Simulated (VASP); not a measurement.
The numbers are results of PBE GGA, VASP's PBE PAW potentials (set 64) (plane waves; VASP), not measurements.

Input for VASP

### POSCAR
```
CuP
1
    1.9039440000    -5.0312400000     0.0000000000
    1.9039440000     5.0312400000     0.0000000000
    0.0000000000     0.0000000000     3.7521410000
P Cu
2 2
Direct
  0.5640000000   0.4360000000   0.2500000000
  0.4360000000   0.5640000000   0.7500000000
  0.8547500000   0.1452500000   0.2500000000
  0.1452500000   0.8547500000   0.7500000000
```

INCAR:
```
! general
SYSTEM  = CuP
PREC    = Accurate
ENCUT   = 600
LREAL   = .FALSE.
LASPH   = .TRUE.

! electronic loop
EDIFF   = 1E-6
NELM    = 100
ALGO    = Normal
LMAXMIX = 4

! smearing
ISMEAR  = 0
SIGMA   = 0.05

! functional
GGA     = PE

! ions
ISIF    = 2

! output
LWAVE   = .FALSE.
LCHARG  = .FALSE.
```

### KPOINTS
```
Automatic
0
G
  6 6 5
0 0 0
```

POTCAR, in this order: P Cu (PBE.64 set). Program: vasp_std.

What VASP printed:

**OUTCAR**
```
 ion  position               nearest neighbor table
   1  0.564  0.436  0.250-   2 2.28   2 2.28   4 2.80   4 2.80   4 2.80   4 2.80   3 2.84   3 2.84
  LATTYP: Found a base centered orthorhombic cell.
 ALAT       =     3.8078880000
 B/A-ratio  =     2.6425357048
 C/A-ratio  =     0.9853601261
 Subroutine PRICEL returns:
 Original cell was already a primitive cell.
 Subroutine GETGRP returns: Found  8 space group operations
The static configuration has the point symmetry C_2h.
 The point group associated with its full space group is D_2h.
The dynamic configuration has the point symmetry C_2h.
 Subroutine INISYM returns: Found  8 space group operations
 Subroutine IBZKPT returns following result:
 Found     39 irreducible k-points:

 Following reciprocal coordinates:
            Coordinates               Weight
  0.000000  0.000000  0.000000      1.000000
  0.166667 -0.000000  0.000000      4.000000
  0.333333 -0.000000  0.000000      4.000000
  0.500000 -0.000000  0.000000      2.000000
  0.166667  0.166667  0.000000      2.000000
  0.333333  0.166667  0.000000      4.000000
  0.500000  0.166667  0.000000      4.000000
...
```

File OSZICAR:
```
       N       E                     dE             d eps       ncg     rms          rms(c)
DAV:   1     0.224586188978E+03    0.22459E+03   -0.15471E+04  1560   0.221E+03
DAV:   2     0.608786424532E+00   -0.22398E+03   -0.21663E+03  1560   0.369E+02
DAV:   3    -0.166378402443E+02   -0.17247E+02   -0.16001E+02  2160   0.125E+02
DAV:   4    -0.176254037972E+02   -0.98756E+00   -0.95152E+00  2336   0.251E+01
DAV:   5    -0.176489067506E+02   -0.23503E-01   -0.23412E-01  2124   0.349E+00    0.136E+01
DAV:   6    -0.194059460232E+02   -0.17570E+01   -0.41116E+01  1952   0.164E+02    0.122E+01
DAV:   7    -0.159537410311E+02    0.34522E+01   -0.11362E+01  1852   0.963E+01    0.434E+00
DAV:   8    -0.159070050811E+02    0.46736E-01   -0.30303E+00  2456   0.356E+01    0.237E+00
DAV:   9    -0.158618702896E+02    0.45135E-01   -0.40724E-01  2440   0.129E+01    0.553E-01
DAV:  10    -0.158646823315E+02   -0.28120E-02   -0.18910E-02  2448   0.269E+00    0.428E-01
DAV:  11    -0.158636168687E+02    0.10655E-02   -0.23136E-02  2324   0.410E+00    0.266E-01
DAV:  12    -0.158625098894E+02    0.11070E-02   -0.45781E-03  2404   0.167E+00    0.759E-02
DAV:  13    -0.158624563109E+02    0.53579E-04   -0.28219E-04  2500   0.173E-01    0.287E-02
DAV:  14    -0.158624455500E+02    0.10761E-04   -0.82727E-05  2488   0.212E-01    0.857E-03
DAV:  15    -0.158624457922E+02   -0.24228E-06   -0.10590E-05  2388   0.383E-02    0.567E-03
DAV:  16    -0.158624458108E+02   -0.18546E-07   -0.14413E-07   980   0.359E-03
   1 F= -.15862446E+02 E0= -.15861078E+02  d E =-.273647E-02
```

**OUTCAR**
```
------------------------ aborting loop because EDIFF is reached ----------------------------------------
  FORCE on cell =-STRESS in cart. coord.  units (eV):
  Direction    XX          YY          ZZ          XY          YZ          ZX
  --------------------------------------------------------------------------------------
  Total       -4.0338456     -4.3661557     -4.1862479      0.0000000     -0.0000000      0.0000000
  in kB      -89.9065842    -97.3131325    -93.3033369      0.0000000     -0.0000000      0.0000000
  external PRESSURE =     -93.5076845 kB  Pullay stress =       0.0000000 kB
  volume of cell :       71.89
      direct lattice vectors                 reciprocal lattice vectors
     1.903944000 -5.031240000  0.000000000     0.262612766 -0.099379080  0.000000000
     1.903944000  5.031240000  0.000000000     0.262612766  0.099379080  0.000000000
     0.000000000  0.000000000  3.752141000     0.000000000  0.000000000  0.266514505
 POSITION                                       TOTAL-FORCE (eV/Angst)
 -----------------------------------------------------------------------------------
      1.90394     -0.64400      0.93804         0.000000     -1.127882      0.000000
      1.90394      0.64400      2.81411         0.000000      1.127882      0.000000
      1.90394     -3.56966      0.93804         0.000000      0.120289     -0.000000
      1.90394      3.56966      2.81411         0.000000     -0.120289      0.000000
 -----------------------------------------------------------------------------------
    total drift:                                0.000000     -0.000000     -0.000000
  FREE ENERGIE OF THE ION-ELECTRON SYSTEM (eV)
  ---------------------------------------------------
  free  energy   TOTEN  =       -15.8624458108 eV

  energy  without entropy=      -15.8597093408  energy(sigma->0) =      -15.86107758
```
(Selected blocks of OUTCAR.)

File OUTCAR:
```
 val. band max:        5.4900151903   @ k =   0.5000   0.3333   0.2000

 cond. band min:       5.5208521334   @ k =   0.0000   0.0000   0.2000


 Fermi energy:         5.5021487737

 k-point     1 :       0.0000    0.0000    0.0000
  band No.  band energies     occupation
      1      -8.4297      2.00000
      2      -2.3767      2.00000
      3       0.6425      2.00000
      4       1.0826      2.00000
      5       1.6591      2.00000
      6       2.3942      2.00000
      7       3.0597      2.00000
      8       3.2092      2.00000
      9       3.2120      2.00000
     10       3.2753      2.00000
     11       3.2828      2.00000
     12       3.3893      2.00000
     13       3.4726      2.00000
     14       3.7015      2.00000
     15       4.4950      2.00000
     16       4.5659      2.00000
     17       6.5130      0.00000
     18       6.8315      0.00000
     19       8.1268      0.00000
     20       9.4066      0.00000

 k-point     2 :       0.1667   -0.0000    0.0000
  band No.  band energies     occupation
      1      -8.2981      2.00000
      2      -2.3156      2.00000
      3       0.4540      2.00000
      4       0.6621      2.00000
      5       1.8845      2.00000
      6       2.5159      2.00000
      7       3.0537      2.00000
      8       3.0813      2.00000
      9       3.1227      2.00000
     10       3.1702      2.00000
     11       3.3525      2.00000
     12       3.4904      2.00000
     13       3.5821      2.00000
     14       3.5939      2.00000
     15       3.9283      2.00000
     16       4.6828      2.00000
     17       5.6787      0.00000
     18       8.1367      0.00000
     19       8.2810      0.00000
     20       9.5967      0.00000

 k-point     3 :       0.3333   -0.0000    0.0000
  band No.  band energies     occupation
      1      -8.0043      2.00000
      2      -2.1716      2.00000
      3      -0.5835      2.00000
      4       0.6944      2.00000
      5       1.9910      2.00000
...
```

The structure was generated: CuP was put into the CrB type (Cmcm), which need not be its known phase. The cell was not relaxed at this level. The k-mesh is coarse (spacing up to 0.33 per Å, 2π included), so the numbers may not be converged in it. The run is one of a series of settings (ENCUT = 600 against the base run), some of them coarse on purpose.
